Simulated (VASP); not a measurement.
Data:

```xyz
8
Lattice="5.1419 0.0000 0.0000 0.0000 5.1419 0.0000 0.0000 0.0000 5.1419" Properties=species:S:1:pos:R:3 pbc="T T T"
Nb     1.2855     0.0000     2.5710
Nb     2.5710     1.2855     0.0000
Nb     2.5710     3.8564     0.0000
Nb     3.8564     0.0000     2.5710
Nb     0.0000     2.5710     3.8564
Nb     0.0000     2.5710     1.2855
Sn     2.5710     2.5710     2.5710
Sn     0.0000     0.0000     0.0000
```

Calculation: PBE GGA, VASP's PBE PAW potentials (set 64) (plane waves; VASP). Numerical set-up: 500 eV cut-off, 6×6×6 Γ-centred mesh, first-order Methfessel-Paxton smearing of 0.10 eV, potentials Nb_sv Sn_d.

Energy and stress use the plane-wave basis of the starting cell.

**Question.** The ions, cell shape and volume at an external pressure of 30.0 GPa are relaxed. What does this cell relax into?

**Answer.** 
```xyz
8
Lattice="5.0764 0.0000 0.0000 0.0000 5.0764 0.0000 0.0000 0.0000 5.0764" Properties=species:S:1:pos:R:3 pbc="T T T"
Nb     1.2691     0.0000     2.5382
Nb     2.5382     1.2691     0.0000
Nb     2.5382     3.8073     5.0764
Nb     3.8073     0.0000     2.5382
Nb     5.0764     2.5382     3.8073
Nb     0.0000     2.5382     1.2691
Sn     2.5382     2.5382     2.5382
Sn     0.0000     5.0764     5.0764
```
Space group Pm-3n (223), at a tolerance of 0.03 Å.

**Question.** How do energy and volume change from the first to the last step?

**Answer.** The energy (σ→0) changes by +99.1 meV/atom and the volume by -3.8 %, in 4 ionic steps.

The compound is Nb3Sn in the A15 structure. This run relaxes it under an external pressure of 30 GPa. Symmetry was kept, so distortions that lower it aren't found.
